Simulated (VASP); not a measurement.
# Which magnetic order does CoSi take?

Is CoSi a ferromagnet or an antiferromagnet at this level? The start is a cell from a database of measured crystal structures.

Program: VASP 6.6.1. Level of theory: PBE, spin-polarised, from parallel moments; plane waves and PAW (Co, Si), in the first sound run; inputs show where later runs differ. Results are calculated unless marked as measured.

This is a report of a sequence of runs, with most program output left out.

The database entry behind the starting cell differs from later determinations by our own check (0.1 to 0.3 % short, probably kX units), so it need not match the best structure at ambient conditions.

## 1. Set-up

Symmetry: P2_13, No. 198, cubic system. Conventional cell: a = 4.438 Å, b = 4.438 Å, c = 4.438 Å, α = 90.00°, β = 90.00°, γ = 90.00°. Co has 7 Si at 2.28 to 2.47 Å nearest. Nearest to Si lie 7 Co at 2.28 to 2.47 Å. Farther neighbours are not listed.

## 2. Magnetic order, 8 atoms, start order ferro

Each run starts from other signs of the moments at the same geometry and cutoff; gentle mixing helps it keep them. Any wave vector in a name is a fraction of the reciprocal vectors of the first cell as typed.

INCAR

```
SYSTEM = CoSi
PREC = Normal
ENCUT = 350
EDIFF = 1E-06
NELM = 150
ISMEAR = -1
SIGMA = 0.05
LREAL = .FALSE.
ALGO = Normal
GGA = PE
NBANDS = 40
ISPIN = 2
MAGMOM = 2 2 2 2 0 0 0 0
LASPH = .TRUE.
LMAXMIX = 4
LORBIT = 11
LWAVE = .FALSE.
LCHARG = .TRUE.
KPAR = 4
AMIX = 0.2
BMIX = 1E-04
AMIX_MAG = 0.8
BMIX_MAG = 1E-04
```

POSCAR

```
CoSi
1.0
    4.4380000000      0.0000000000      0.0000000000
    0.0000000000      4.4380000000      0.0000000000
    0.0000000000      0.0000000000      4.4380000000
Co Si
4 4
Direct
    0.1400000000      0.1400000000      0.1400000000
    0.3600000000      0.8600000000      0.6400000000
    0.6400000000      0.3600000000      0.8600000000
    0.8600000000      0.6400000000      0.3600000000
    0.8430000000      0.8430000000      0.8430000000
    0.6570000000      0.1570000000      0.3430000000
    0.3430000000      0.6570000000      0.1570000000
    0.1570000000      0.3430000000      0.6570000000
```

KPOINTS

```
Automatic mesh
0
Gamma
8 8 8
0 0 0
```

PAW data sets: Co and Si (PBE family, release 64).

Run with:

```console
> mpirun -np 4 vasp_std
```

Elapsed: 52 s, on 4 MPI ranks of AMD EPYC 7R13 (Zen 3), shared host; peak memory 0.78 GiB.

Numbers from this step:

```yaml
electronic_cycles: 16
electrons: 52
free_energy_toten: -54.7358 eV
energy_at_zero_smearing: -54.7286 eV
fermi_energy: 12.09 eV
moment_of_the_cell_from_the_last_line_of_the_log: 0 μB
metallic: yes
```

The spin moment in the PAW sphere vanishes on all atoms.

Force by atom:

```tsv
atom	x (eV/Å)	y (eV/Å)	z (eV/Å)	size
Co1	0.156	0.156	0.156	0.270
Co2	-0.156	-0.156	0.156	0.270
Co3	0.156	-0.156	-0.156	0.270
Co4	-0.156	0.156	-0.156	0.270
Si5	-0.022	-0.022	-0.022	0.038
Si6	0.022	0.022	-0.022	0.038
Si7	-0.022	0.022	0.022	0.038
Si8	0.022	-0.022	0.022	0.038
```

Valence density in the ac plane at fractional y = 0.140, with atoms of Co and Si within 0.2 Å of it. It is the smooth field of the valence electrons, not physical close to the nuclei.

Values in e/Å³, 14 rows by 14 columns, each cell a mean:
```
0.4 0.6 0.7 0.5 0.3 0.2 0.2 0.3 0.3 0.4 0.4 0.3 0.3 0.3
0.3 0.4 0.4 0.3 0.3 0.2 0.2 0.3 0.4 0.5 0.4 0.4 0.3 0.3
0.3 0.4 0.4 0.4 0.3 0.3 0.3 0.3 0.4 0.4 0.4 0.3 0.3 0.3
0.3 0.4 0.4 0.4 0.4 0.3 0.3 0.3 0.3 0.3 0.3 0.3 0.3 0.3
0.3 0.3 0.4 0.5 0.4 0.4 0.3 0.3 0.3 0.3 0.3 0.2 0.2 0.2
0.3 0.3 0.4 0.4 0.4 0.4 0.3 0.3 0.4 0.4 0.3 0.3 0.2 0.2
0.2 0.3 0.3 0.4 0.4 0.3 0.4 0.4 0.4 0.4 0.4 0.3 0.2 0.2
0.3 0.3 0.3 0.3 0.3 0.3 0.4 0.4 0.3 0.2 0.3 0.3 0.3 0.3
0.3 0.4 0.4 0.4 0.3 0.3 0.4 0.4 0.1 0.0 0.1 0.4 0.4 0.3
0.7 1.3 1.6 0.9 0.5 0.4 0.4 0.4 0.2 0.0 0.2 0.4 0.4 0.4
1.8 4.0 4.9 2.8 1.0 0.4 0.4 0.4 0.3 0.3 0.4 0.5 0.5 0.6
3.1 6.9 8.5 4.9 1.6 0.4 0.3 0.4 0.4 0.4 0.4 0.4 0.4 0.7
2.5 5.7 6.9 4.0 1.3 0.4 0.3 0.3 0.3 0.4 0.4 0.3 0.3 0.6
1.1 2.5 3.1 1.7 0.6 0.3 0.2 0.2 0.3 0.3 0.3 0.3 0.3 0.4
```
Columns run along a (4.4 Å), rows up along c (4.4 Å). Atoms in or near the plane, at fractional coordinates: Co at (0.14, 0.14), Si at (0.66, 0.34).

The largest moment at the end is 0.00 μB, and the moments of the cell sum to 0.00 μB.

## 3. Magnetic order, 16 atoms, start order antiferro q=(0,0,1/2)

This step: PBE, spin-polarised, from moments of both signs; plane waves and PAW (Co, Si) (VASP 6.6.1).

System of this step: CoSi. It takes space group P2_13 (No. 198, cubic). The conventional cell has a = 4.438 Å, b = 4.438 Å, c = 4.438 Å, α = 90.00°, β = 90.00°, γ = 90.00°. Nearest to Co lie 7 Si at 2.28 to 2.47 Å. Nearest to Si lie 7 Co at 2.28 to 2.47 Å. Farther neighbours are not listed.

INCAR: that of step 2 with these lines changed.

```diff
@@ -10,5 +10,5 @@
 GGA = PE
-NBANDS = 40
+NBANDS = 80
 ISPIN = 2
-MAGMOM = 2 2 2 2 0 0 0 0
+MAGMOM = 2 -2 2 -2 2 -2 2 -2 0 0 0 0 0 0 0 0
 LASPH = .TRUE.
```

POSCAR

```
CoSi
1.0
    4.4380000000      0.0000000000      0.0000000000
    0.0000000000      4.4380000000      0.0000000000
    0.0000000000      0.0000000000      8.8760000000
Co Si
8 8
Direct
    0.1400000000      0.1400000000      0.0700000000
    0.1400000000      0.1400000000      0.5700000000
    0.3600000000      0.8600000000      0.3200000000
    0.3600000000      0.8600000000      0.8200000000
    0.6400000000      0.3600000000      0.4300000000
    0.6400000000      0.3600000000      0.9300000000
    0.8600000000      0.6400000000      0.1800000000
    0.8600000000      0.6400000000      0.6800000000
    0.8430000000      0.8430000000      0.4215000000
    0.8430000000      0.8430000000      0.9215000000
    0.6570000000      0.1570000000      0.1715000000
    0.6570000000      0.1570000000      0.6715000000
    0.3430000000      0.6570000000      0.0785000000
    0.3430000000      0.6570000000      0.5785000000
    0.1570000000      0.3430000000      0.3285000000
    0.1570000000      0.3430000000      0.8285000000
```

KPOINTS

```
Automatic mesh
0
Gamma
8 8 4
0 0 0
```

Run with:

```console
> mpirun -np 4 vasp_std
```

Elapsed: 8.6 min, on 4 MPI ranks; peak memory 3.3 GiB.

This step gave:

- electronic cycles: 18
- electrons: 104
- free energy (TOTEN): -109.4722 eV
- energy at zero smearing: -109.4577 eV

The spin moment in the PAW sphere vanishes on all atoms.

Force by atom:

```tsv
atom	x (eV/Å)	y (eV/Å)	z (eV/Å)	size
Co1	0.156	0.156	0.155	0.269
Co2	0.156	0.156	0.155	0.269
Co3	-0.156	-0.156	0.155	0.269
Co4	-0.156	-0.156	0.155	0.269
Co5	0.156	-0.156	-0.155	0.269
Co6	0.156	-0.156	-0.155	0.269
Co7	-0.156	0.156	-0.155	0.269
Co8	-0.156	0.156	-0.155	0.269
Si9	-0.022	-0.022	-0.022	0.037
Si10	-0.022	-0.022	-0.022	0.037
Si11	0.022	0.022	-0.022	0.037
Si12	0.022	0.022	-0.022	0.037
Si13	-0.022	0.022	0.022	0.037
Si14	-0.022	0.022	0.022	0.037
Si15	0.022	-0.022	0.022	0.037
Si16	0.022	-0.022	0.022	0.037
```

Valence density in the ac plane at fractional y = 0.140, with atoms of Co and Si within 0.2 Å of it. It is the smooth field of the valence electrons, not physical close to the nuclei.

Ten steps, logarithmic in the rise over the least value, from '0' (-0.1 e/Å³) to '9' (7.8 e/Å³), each cell a mean:
```
44443333344333
34433333444433
34444333344333
34444433333333
33444433433333
33444344444333
33333344333333
44443344202444
57764444323444
79986444444445
79986433344344
67875333333334
44543333344333
34433333444433
34444333344333
34444433333333
33444433433333
33444344444333
33333344333333
44443344202444
57765444323444
79986444444444
79986433344344
67875333333334
```
Columns run along a (4.4 Å), rows up along c (8.9 Å). Atoms in or near the plane, at fractional coordinates: Co at (0.14, 0.07), Co at (0.14, 0.57), Si at (0.66, 0.17), Si at (0.66, 0.67).

The largest moment at the end is 0.00 μB, and the moments of the cell sum to 0.00 μB.

## 4. Magnetic order, 16 atoms, start order antiferro q=(0,0,1/2) (run 2)

INCAR: that of step 3 with these lines changed.

```diff
@@ -12,3 +12,3 @@
 ISPIN = 2
-MAGMOM = 2 -2 2 -2 2 -2 2 -2 0 0 0 0 0 0 0 0
+MAGMOM = 2 -2 2 -2 -2 2 -2 2 0 0 0 0 0 0 0 0
 LASPH = .TRUE.
@@ -17,3 +17,3 @@
 LWAVE = .FALSE.
-LCHARG = .TRUE.
+LCHARG = .FALSE.
 KPAR = 4
```

POSCAR is that of step 3.

KPOINTS is that of step 3.

Run with:

```console
> mpirun -np 4 vasp_std
```

Elapsed: 8.8 min, on 4 MPI ranks; peak memory 3.2 GiB; 35 min of CPU time.

The largest moment at the end is 0.00 μB, and the moments of the cell sum to 0.00 μB.

## 5. Magnetic order, 8 atoms, start order antiferro

System of this step: CoSi. Symmetry: P2_13, No. 198, cubic system. Conventional cell: a = 4.438 Å, b = 4.438 Å, c = 4.438 Å, α = 90.00°, β = 90.00°, γ = 90.00°. Co has 7 Si at 2.28 to 2.47 Å nearest. Nearest to Si lie 7 Co at 2.28 to 2.47 Å. Farther neighbours are not listed.

INCAR: that of step 4 with these lines changed.

```diff
@@ -10,5 +10,5 @@
 GGA = PE
-NBANDS = 80
+NBANDS = 40
 ISPIN = 2
-MAGMOM = 2 -2 2 -2 -2 2 -2 2 0 0 0 0 0 0 0 0
+MAGMOM = 2 2 -2 -2 0 0 0 0
 LASPH = .TRUE.
```

POSCAR

```
CoSi
1.0
    4.4380000000      0.0000000000      0.0000000000
    0.0000000000      4.4380000000      0.0000000000
    0.0000000000      0.0000000000      4.4380000000
Co Si
4 4
Direct
    0.1400000000      0.1400000000      0.1400000000
    0.3600000000      0.8600000000      0.6400000000
    0.6400000000      0.3600000000      0.8600000000
    0.8600000000      0.6400000000      0.3600000000
    0.8430000000      0.8430000000      0.8430000000
    0.6570000000      0.1570000000      0.3430000000
    0.3430000000      0.6570000000      0.1570000000
    0.1570000000      0.3430000000      0.6570000000
```

KPOINTS

```
Automatic mesh
0
Gamma
8 8 8
0 0 0
```

Run with:

```console
> mpirun -np 4 vasp_std
```

Wall time 2.3 min (4 MPI ranks); peak memory 1.4 GiB; 9.1 min of CPU time.

The largest moment at the end is 0.00 μB, and the moments of the cell sum to 0.00 μB.

## 6. Magnetic order, 16 atoms, start order antiferro q=(0,1/2,1/2)

System of this step: CoSi. Symmetry: P2_13, No. 198, cubic system. Conventional cell: a = 4.438 Å, b = 4.438 Å, c = 4.438 Å, α = 90.00°, β = 90.00°, γ = 90.00°. Nearest to Co lie 7 Si at 2.28 to 2.47 Å. Si has 7 Co at 2.28 to 2.47 Å nearest. Farther neighbours are not listed.

INCAR: that of step 5 with these lines changed.

```diff
@@ -10,5 +10,5 @@
 GGA = PE
-NBANDS = 40
+NBANDS = 80
 ISPIN = 2
-MAGMOM = 2 2 -2 -2 0 0 0 0
+MAGMOM = 2 -2 2 -2 2 -2 -2 2 0 0 0 0 0 0 0 0
 LASPH = .TRUE.
```

POSCAR

```
CoSi
1.0
    4.4380000000      0.0000000000      0.0000000000
    0.0000000000      8.8760000000      0.0000000000
    0.0000000000      4.4380000000      4.4380000000
Co Si
8 8
Direct
    0.1400000000      0.0000000000      0.1400000000
    0.1400000000      0.5000000000      0.1400000000
    0.3600000000      0.1100000000      0.6400000000
    0.3600000000      0.6100000000      0.6400000000
    0.6400000000      0.7500000000      0.8600000000
    0.6400000000      0.2500000000      0.8600000000
    0.8600000000      0.1400000000      0.3600000000
    0.8600000000      0.6400000000      0.3600000000
    0.8430000000      0.0000000000      0.8430000000
    0.8430000000      0.5000000000      0.8430000000
    0.6570000000      0.9070000000      0.3430000000
    0.6570000000      0.4070000000      0.3430000000
    0.3430000000      0.2500000000      0.1570000000
    0.3430000000      0.7500000000      0.1570000000
    0.1570000000      0.8430000000      0.6570000000
    0.1570000000      0.3430000000      0.6570000000
```

KPOINTS

```
Automatic mesh
0
Gamma
8 4 8
0 0 0
```

Run with:

```console
> mpirun -np 4 vasp_std
```

Wall time 11 min (4 MPI ranks); peak memory 3.3 GiB.

The largest moment at the end is 0.00 μB, and the moments of the cell sum to 0.00 μB.

## 7. Magnetic order, 16 atoms, start order antiferro q=(0,0,1/2) (run 3)

INCAR is that of step 6.

POSCAR

```
CoSi
1.0
    4.4380000000      0.0000000000      0.0000000000
    0.0000000000      4.4380000000      0.0000000000
    0.0000000000      0.0000000000      8.8760000000
Co Si
8 8
Direct
    0.1400000000      0.1400000000      0.0700000000
    0.1400000000      0.1400000000      0.5700000000
    0.3600000000      0.8600000000      0.3200000000
    0.3600000000      0.8600000000      0.8200000000
    0.6400000000      0.3600000000      0.4300000000
    0.6400000000      0.3600000000      0.9300000000
    0.8600000000      0.6400000000      0.1800000000
    0.8600000000      0.6400000000      0.6800000000
    0.8430000000      0.8430000000      0.4215000000
    0.8430000000      0.8430000000      0.9215000000
    0.6570000000      0.1570000000      0.1715000000
    0.6570000000      0.1570000000      0.6715000000
    0.3430000000      0.6570000000      0.0785000000
    0.3430000000      0.6570000000      0.5785000000
    0.1570000000      0.3430000000      0.3285000000
    0.1570000000      0.3430000000      0.8285000000
```

KPOINTS

```
Automatic mesh
0
Gamma
8 8 4
0 0 0
```

Run with:

```console
> mpirun -np 4 vasp_std
```

Run time: 9.8 min. Hardware: 4 MPI ranks; peak memory 3.2 GiB.

The largest moment at the end is 0.00 μB, and the moments of the cell sum to 0.00 μB.

## 8. Summary

This step: collinear magnetic orders, PBE; plane waves and PAW (VASP 6.6.1).

No new run; the numbers come from the runs before.

This step gave:

```
mean moment in the lowest run : 0 μB
```

Orders, by row:

```tsv
order	signs	energy above the lowest (meV/magnetic atom)	total moment (μB)	mean moment on carriers (μB)	gap on the mesh (eV)	signs at the end, of the atoms given a moment
ferro	++++	0.14	0.001271	0	0	0000
antiferro q=(0,0,1/2)	+-+-+-+-	0.06	0	0	0	00000000
antiferro q=(0,0,1/2)	+-+--+-+	0.07	0	0	0	00000000
antiferro	++--	0.14	0	0	0	0000
antiferro q=(0,1/2,1/2)	+-+-+--+	0	0	0	0	00000000
antiferro q=(0,0,1/2)	+-+-+--+	0.07	0	0	0	00000000
```

## 9. What came out

* lowest order: nm
* mean moment in the lowest run: 0 μB

**Reading.** The lowest run started as antiferro q=(0,1/2,1/2) and holds 0.00 μB on average over the atoms that were given a moment. The starts antiferro q=(0,1/2,1/2), antiferro q=(0,0,1/2), antiferro q=(0,0,1/2), antiferro q=(0,0,1/2), ferro and antiferro ended within 0.5 meV of each other, with moments of like size, so they probably reached one state. The lowest state carries next to no moment. The starts ferro, antiferro q=(0,0,1/2), antiferro q=(0,0,1/2), antiferro, antiferro q=(0,1/2,1/2) and antiferro q=(0,0,1/2) ended with other signs than typed, or lost moments. Only these collinear orders were tried, and their comparison leaves spin-orbit coupling out.

[Lines on the potential files, build, host, timing and source positions are cut from VASP's logs without a mark.]

[Logs are printed without paths, hosts, clocks, repeated set-up lines and the standing remarks that a program may print on its own settings, such as how far it seeks lower states.]

[Hosts, paths, dates, database ids (printed as entryN), source tags and the programs' standing remarks are cut or masked in the printed files.]

[Runs that stopped without an error message from VASP are left out.]
